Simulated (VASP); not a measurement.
```yaml
crystal:
  lattice:
    - [0.00000, 2.83228, 2.83228]
    - [2.83228, 0.00000, 2.83228]
    - [2.83228, 2.83228, 0.00000]
  atoms:
    - { symbol: Ba, position: [0.00000, 0.00000, 0.00000] }
    - { symbol: F, position: [0.25000, 0.25000, 0.25000] }
    - { symbol: F, position: [0.75000, 0.75000, 0.75000] }
```

The numbers are results of PBEsol GGA, VASP's PBE PAW potentials (set 64) (plane waves; VASP), not measurements. Settings: 620 eV cut-off, 7×7×7 Γ-centred mesh, Gaussian smearing of 0.050 eV, potentials Ba_sv F.

Problem. What does the run give for the energy per atom (σ→0), pressure?

Solution. 
The energy per atom (σ→0) is -5.546 eV/atom. The pressure is 30.01 GPa.

Total energies compare only between runs with the same potentials, cut-off and functional.

The compound is BaF2 in the fluorite structure. It was relaxed first under an external pressure of 30 GPa.
